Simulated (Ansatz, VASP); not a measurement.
# Mo2CO2 (Mo2CO2 MXene, 1 layer) in two plane-wave programs

One calculation is typed for both programs; each brings its own data sets. How far apart do they land? The structure shown is the start of the Ansatz relaxation below; VASP solves that cell, so the two are compared at the walk's first step.

Main program and level: Ansatz 0.2.0; plane waves, with VASP 6.6.1 beside it; single point at PBE.

**1. The structure**

The cell holds 5 atoms: 2 O, 2 Mo and 1 C. Its edges and angles: a = 3.025 Å, b = 3.025 Å, c = 26.519 Å, α = 90.0°, β = 90.0°, γ = 120.0°. Vacuum lies along c.

Structure file:

```cif
data_structure
_symmetry_space_group_name_H-M 'P 1'
_symmetry_Int_Tables_number 1
_cell_length_a 3.0247
_cell_length_b 3.0247
_cell_length_c 26.5190
_cell_angle_alpha 90.000
_cell_angle_beta 90.000
_cell_angle_gamma 120.000
_cell_volume 210.12
loop_
_atom_site_label
_atom_site_type_symbol
_atom_site_fract_x
_atom_site_fract_y
_atom_site_fract_z
_atom_site_occupancy
O1 O 0.33333 0.66667 0.41480 1
O2 O 0.66667 0.33333 0.58520 1
Mo3 Mo 0.66667 0.33333 0.45500 1
Mo4 Mo 0.33333 0.66667 0.54500 1
C5 C 0.00000 0.00000 0.50000 1
```

**2. Ansatz: relaxation, PBE**

Ansatz runs on its default PAW (the set named soft_2) files.

The two programs are compared at the cell with which this relaxation starts, whose forces are those of its first step.

Contents of input.yaml:

```yaml
crystal:
  lattice:
    - [3.024736, 0.0, 0.0]
    - [-1.512368, 2.6194982157, 0.0]
    - [0.0, 0.0, 26.5190393187]
  atoms:
    - { symbol: O, position: [0.3333333333, 0.6666666667, 0.414796323] }
    - { symbol: Mo, position: [0.6666666667, 0.3333333333, 0.4549953441] }
    - { symbol: C, position: [0.0, 0.0, 0.5] }
    - { symbol: Mo, position: [0.3333333333, 0.6666666667, 0.5450046559] }
    - { symbol: O, position: [0.6666666667, 0.3333333333, 0.585203677] }
kpoints:
  mp_grid: { grid: [12, 12, 1] }
hamiltonian:
  xc: pbe
scf:
  occupations: { method: fermi_dirac, width: 0.05 }
  convergence: { dr2_threshold: 1.0e-08 }
efield:
  axis: 3
  dipole_correction: true
  ramp_position: 0.97
  ramp_width: 0.04
relax:
  f_tol: 0.01
  cell: { fix: [c, alpha, beta] }
output:
  write_potential: true
  write_density: true
  volumetric_format: npy
```

The run is started by

```sh
$ ansatz run input.yaml --threads 4 --pin off --max-ram 8192MiB --backend cpu --events-out ev --progress --plain --runs-dir out
```

Numbers of over 12 decimals in the logs are rounded to 6 here.

The log of the run:

```text
Warning: relax.cell: scf.convergence.dr2_threshold = 1e-8 eV is looser than the 5e-10 eV advised for a relaxation that steers and ends on the stress (1e-10 eV for each atom of the cell: 5). What an SCF threshold leaves in a stress goes as its square root, and in the free energy as the threshold itself, and one threshold admits the most on a small cell: [figures from the program's tests cut] Set scf.convergence.dr2_threshold to 5e-10 eV or tighter. The threshold is an SCF's pass mark: one that does not reach it within its budget of iterations ends unconverged, or closes short of it on a stop that the run arms, and scf.convergence.dr2_threshold's page says what that costs each kind of run
Engine: ansatz 0.2.0, aarch64-unknown-linux-gnu
Pseudopotentials: kind: paw
Pseudopotential: O, paw, valence charge 6, recommended cutoff 420 eV (normal), O.paw.azcp
Pseudopotential: Mo, paw, valence charge 14, recommended cutoff 420 eV (normal), Mo.paw.azcp
Pseudopotential: C, paw, valence charge 4, recommended cutoff 420 eV (normal), C.paw.azcp
Functional definition: PBE
  parameter kappa = 0.804
  parameter beta = 0.066725
  exchange = pbe_x(kappa = kappa, mu = beta*pi^2/3)
  correlation = pbe_c(beta = beta)
Crystal: 5 atoms, lattice volume = 210.118 Å³
Basis set: ecut = 420 eV, 4073 PW (Γ), exchange–correlation on 48×48×360 points (8 copies of the dense FFT grid, shifted against one another)
Bands: 27, of which v1, the nominal top of the filled ones, is band 22 counted from 1 (21 counted from 0)
Symmetry: 6 space group operations
k-points: 19 of 144 (time reversal used)
Non-local potential: O, projectors of the file, l = 0: 2, l = 1: 2, l = 2: 1
Non-local potential: Mo, projectors of the file, l = 0: 3, l = 1: 2, l = 2: 2, l = 3: 1
Non-local potential: C, projectors of the file, l = 0: 2, l = 1: 2, l = 2: 1
PAW form: soft (Blöchl's): semilocal exchange-correlation on the pseudo side does not see the compensation charge
PAW one-centre angular grid: O, 110 points (default); XC on 64 Gauss nodes
PAW one-centre angular grid: Mo, 590 points (default); XC on 64 Gauss nodes
PAW one-centre angular grid: C, 110 points (default); XC on 64 Gauss nodes
Initial density: superposition of atomic densities (neutral atoms: chi_scale 0, normalization atom), corrected by the library's trained network
Initial wavefunctions: pseudopotential atomic-orbital guess
Functional: x = pbe(κ = 0.804, μ = 0.219515), c = pbe(β = 0.066725)
SCF iter   1: F=—  HF=-11297.191613 eV  |F-HF|=—  |Δ(HF+E_count)|=         —  Δρ=5.61e-3  dr2=6.88e-2  ethr=1.77e-3  p=-0.000 e·Å  D=-2.08e-7 V/Å  ΔV_dip=0.00 eV  dr2_dipole=5.73e-8  V_vac-E_F(+/−)=5.36/5.36 eV  ⟨swp⟩=10.8  Hψ=3150  notcnv=0
efield: sawtooth ramp at fractional position 0.9700 (set: `efield.ramp_position`, or a place that a band, a saddle search or an elastic batch's reference lends), width 0.0400; the density the first Hamiltonian is built on has a dipole p = -0.000 e·Å; the dipole correction subtracts the counter field D = -2.08e-7 V/Å, which shifts the + side's vacuum level by +0.00 eV against the − side's; the planar-averaged density in the ramp window peaks in size at 8.7e-7 e/Å³
preconditioner: auto → LDOS  [metal: Δε(μ)=0.021 eV  Ē_g=8.830 eV  σ=0.050 eV  W_gap=0.11  n_scr=16 (ndim 8)  ℏωp=13.6 eV  f_vac=0.730  D(μ)=4.01/eV (n_scr^D=14)  β→1.0]
SCF iter   2: F=—  HF=-11297.181273 eV  |F-HF|=—  |Δ(HF+E_count)|=   1.03e-2  Δρ=2.88e-3  dr2=1.12e-2  ethr=1.56e-4  p=0.000 e·Å  D=3.23e-5 V/Å  ΔV_dip=-0.00 eV  dr2_dipole=3.03e-7  V_vac-E_F(+/−)=5.68/5.68 eV  ⟨swp⟩=2.4  Hψ=1090  notcnv=0
SCF iter   3: F=—  HF=-11297.180350 eV  |F-HF|=—  |Δ(HF+E_count)|=   9.23e-4  Δρ=1.03e-3  dr2=1.86e-3  ethr=2.54e-5  p=0.000 e·Å  D=3.13e-5 V/Å  ΔV_dip=-0.00 eV  dr2_dipole=8.50e-10  V_vac-E_F(+/−)=5.72/5.73 eV  ⟨swp⟩=3.7  Hψ=1239  notcnv=0
SCF iter   4: F=—  HF=-11297.180167 eV  |F-HF|=—  |Δ(HF+E_count)|=   1.83e-4  Δρ=2.65e-4  dr2=1.25e-4  ethr=4.22e-6  p=0.000 e·Å  D=4.81e-6 V/Å  ΔV_dip=-0.00 eV  dr2_dipole=2.20e-9  V_vac-E_F(+/−)=5.73/5.73 eV  ⟨swp⟩=2.3  Hψ=772  notcnv=0
SCF iter   5: F=—  HF=-11297.180197 eV  |F-HF|=—  |Δ(HF+E_count)|=   2.97e-5  Δρ=3.34e-5  dr2=2.40e-6  ethr=2.83e-7  p=-0.000 e·Å  D=-1.04e-7 V/Å  ΔV_dip=0.00 eV  dr2_dipole=8.90e-11  V_vac-E_F(+/−)=5.73/5.73 eV  ⟨swp⟩=2.2  Hψ=915  notcnv=0
SCF iter   6: F=—  HF=-11297.180287 eV  |F-HF|=—  |Δ(HF+E_count)|=   9.05e-5  Δρ=8.10e-6  dr2=1.04e-7  ethr=5.46e-9  p=0.000 e·Å  D=2.87e-7 V/Å  ΔV_dip=-0.00 eV  dr2_dipole=3.29e-11  V_vac-E_F(+/−)=5.74/5.74 eV  ⟨swp⟩=3.2  Hψ=1095  notcnv=0
[...]
SCF iter   4: F=-11297.396231 eV  HF=-11297.396231 eV  |F-HF|=1.96e-9  |Δ(HF+E_count)|=   6.92e-8  Δρ=1.90e-6  dr2=7.44e-9  ethr=2.27e-11  p=0.000 e·Å  D=2.72e-6 V/Å  ΔV_dip=-0.00 eV  dr2_dipole=1.26e-13  V_vac-E_F(+/−)=6.35/6.35 eV  ⟨swp⟩=10.0  Hψ=4714  notcnv=0
SCF 7 converged in 4 iterations: F = -11297.396231 eV  dr2 = 7.44e-9
relax step   7: F+E_penalty+E_count = -11297.39623085 eV  Δ(F+E_penalty+E_count) = -5.802e-5 eV  max|allowed force component| = 5.424e-4 eV/Å  Δτ_max = 0.0010 Å  P = +0.001 GPa  Ω = 219.564 Å³  energy of the carried Pulay correction = -2.062e-4 eV  fix = [c, alpha, beta]  reactions: c +0.001 GPa  (4 SCF iters, accepted)
iter 1 solved again at ethr=8.61e-7 eV; its pass at ethr=3.10e-3 eV (dr2=3.79e-4 eV) is discarded
SCF iter   1: F=—  HF=-11297.396273 eV  |F-HF|=—  |Δ(HF+E_count)|=         —  Δρ=2.28e-5  dr2=8.14e-8  ethr=8.61e-7  p=0.000 e·Å  D=2.72e-6 V/Å  ΔV_dip=-0.00 eV  dr2_dipole=8.17e-13  V_vac-E_F(+/−)=6.35/6.35 eV  ⟨swp⟩=3.8  Hψ=4721  notcnv=0
efield: sawtooth ramp at fractional position 0.9700 (set: `efield.ramp_position`, or a place that a band, a saddle search or an elastic batch's reference lends), width 0.0400; the density the first Hamiltonian is built on has a dipole p = 0.000 e·Å; the dipole correction subtracts the counter field D = 2.72e-6 V/Å, which shifts the + side's vacuum level by -0.00 eV against the − side's; the planar-averaged density in the ramp window peaks in size at 3.6e-6 e/Å³
eigensolver tolerance schedule: the retry pair's looser diagonalisation over-reported the residual by 4656.85 of it (diagonalisation noise at an unbounded share of the residual, at the tolerance the schedule requests for it); recorded, not acted on — ethr = c·dr2/N_el stays at c = 1.0e-1
SCF iter   2: F=—  HF=-11297.396515 eV  |F-HF|=—  |Δ(HF+E_count)|=   2.42e-4  Δρ=8.88e-6  dr2=2.44e-7  ethr=1.85e-10  p=0.000 e·Å  D=2.58e-6 V/Å  ΔV_dip=-0.00 eV  dr2_dipole=5.57e-13  V_vac-E_F(+/−)=6.35/6.35 eV  ⟨swp⟩=5.0  Hψ=1759  notcnv=0
SCF iter   3: F=-11297.396515 eV  HF=-11297.396515 eV  |F-HF|=1.76e-8  |Δ(HF+E_count)|=   8.65e-9  Δρ=1.32e-6  dr2=2.29e-9  ethr=2.27e-11  p=0.000 e·Å  D=2.65e-6 V/Å  ΔV_dip=-0.00 eV  dr2_dipole=3.38e-13  V_vac-E_F(+/−)=6.35/6.35 eV  ⟨swp⟩=13.1  Hψ=4873  notcnv=0
SCF 8 converged in 3 iterations: F = -11297.396515 eV  dr2 = 2.29e-9
relax step   8: F+E_penalty+E_count = -11297.39651497 eV  Δ(F+E_penalty+E_count) = -2.841e-4 eV  max|allowed force component| = 5.500e-4 eV/Å  Δτ_max = 0.0000 Å  P = +0.001 GPa  Ω = 219.564 Å³  fix = [c, alpha, beta]  reactions: c +0.001 GPa  stress off target by 1.36e-3 GPa on what of the cell is left free  SCF on the basis re-selected at this cell (its energy is not comparable with the rows above)  (3 SCF iters)
basis re-selected at this cell: Δ(F+E_penalty+E_count) = -2.841e-4 eV, ΔP = +0.001 GPa vs the last step (what re-selecting the basis moved, of the pressure what is left beyond the Pulay correction that the steps carried, after the strain that the cell walked since its last selection, with what the two solves' SCF thresholds leave and, on support functions, any second-order correction that the steps lacked; it is no m [...]
WARN: The output density's exchange-correlation potential varies sharply where the density is thin. Do not read a vacuum level from v_tot or v_xc, or from such a field of the output density. On a cell that repeats whose density bears no net charge and no dipole along the vacuum's axis use v_es (v_loc + v_h of the components); under efield.dipole_correction with no amplitude use v_es + v_field, which holds any externa [...]
SCF converged after 3 iterations
Free energy (F): -11297.396515 eV
Harris-Foulkes:  -11297.396515 eV  (|F-HF|=1.76e-8)
Internal energy: -11297.380143 eV  (E = F + TS)
E sigma→0 (E₀):  -11297.388329 eV
Entropy (-TS):   -0.016372 eV (-3.274 meV/atom)
Fermi energy:    -0.927588 eV
Dipole field:    D = 0.000002 V/Å  (p = 0.000002 e·Å, saw-weighted, corrected)
Work function:   Φ+ = 6.3468 eV   Φ− = 6.3469 eV
Levels:          The Fermi level and band energies are counted from a zero that moves with the ramp; work functions are not
--- Per-component energies (eV) ---
  E_band       = -924.750052
  E_kinetic    = 1319.678268
  E_local      = -62111.448499  (includes V_loc(G=0)·N_el)
  E_nonlocal   = 405.096002
  E_hartree    = 30265.086345
  E_xc         = -562.695228
  E_vxc        = -706.023800  (∫ρ·V_xc dr)
  E_paw        = -6815.158046  (= ΣΔE_a)
  E_vpaw       = -362.233969  (= ΣTr[D̂ρ^β])
  E_aug_tail   = 0.004827  (compensation charges beyond the density's cutoff)
  E_efield     = 0.000000  (sawtooth field / dipole correction)
  E_vefield    = -0.000022  (∫n·V_field dr)
  E_ewald      = 26202.056188
  E_smearing   = -0.016372  (= −TS)
  E_closure    = 0.000000  (closes the sum)
  Σ components = -11297.396515   (vs F -11297.396515, Δ=0.00e0)
--- Forces (eV/Å), atoms counted from 1 ---
  atom   1  O      0.00000000    -0.00000000    -0.00013840
  atom   2  Mo     0.00000000     0.00000000    -0.00054967
  atom   3  C      0.00000000    -0.00000000    -0.00000044
  atom   4  Mo     0.00000000    -0.00000000     0.00054993
  atom   5  O     -0.00000000     0.00000000     0.00013820
  max |Σ_I F_I| component: 3.85e-7 eV/Å
--- Stress (GPa, compression-positive) ---
        0.001359       0.000000       0.000000
        0.000000       0.001359      -0.000000
        0.000000      -0.000000       0.001168
  P = ⅓ Tr σ = 0.0013 GPa (0.013 kbar)
--- Band table (eV; the first three rows and the last of 19) ---
  k-point 0: bands = [... 18 lower, -3.2251, -3.2251, -3.1447, -3.1447, -1.4848, -0.6108, -0.6108, 0.9642, ... 1 higher]
  k-point 1: bands = [... 18 lower, -3.9102, -3.1611, -2.7091, -2.4604, -1.4355, -0.5168, -0.4633, 0.9615, ... 1 higher]
  k-point 2: bands = [... 18 lower, -4.4340, -3.3106, -2.7061, -1.9338, -1.0268, -0.2527, -0.1592, 0.8988, ... 1 higher]
  k-point 18: bands = [... 18 lower, -4.8905, -4.8905, -1.5063, -1.3776, -1.3776, 0.5707, 0.5707, 1.1899, ... 1 higher]
--- Relaxed structure (6 steps of the walk, 6 accepted, 2 SCFs on fresh bases) ---
  F+E_penalty+E_count = -11297.39651497 eV   max|allowed force component| = 5.500e-4 eV/Å   (the final SCF, on the basis selected at the relaxed cell)
  cell:  # Å, volume = 219.5637 Å³
    - [3.091975, 0, 0]
    - [-1.545988, 2.677729, 0]
    - [0, 0, 26.5190393187]
  atoms:
    - { symbol: O, position: [0.333333, 0.666667, 0.415662] }
    - { symbol: Mo, position: [0.666667, 0.333333, 0.457852] }
    - { symbol: C, position: [0, 0, 0.500000] }
    - { symbol: Mo, position: [0.333333, 0.666667, 0.542148] }
    - { symbol: O, position: [0.666667, 0.333333, 0.584338] }
```

(Part 1 of 2 ends here.)

[Lines on the potential files, build, host, timing and source positions are cut from VASP's logs without a mark.]

[Logs are printed without paths, hosts, clocks, repeated set-up lines and the standing remarks that a program may print on its own settings, such as how far it seeks lower states.]

[Hosts, paths, dates, database ids (printed as entryN), source tags and the programs' standing remarks are cut or masked in the printed files.]
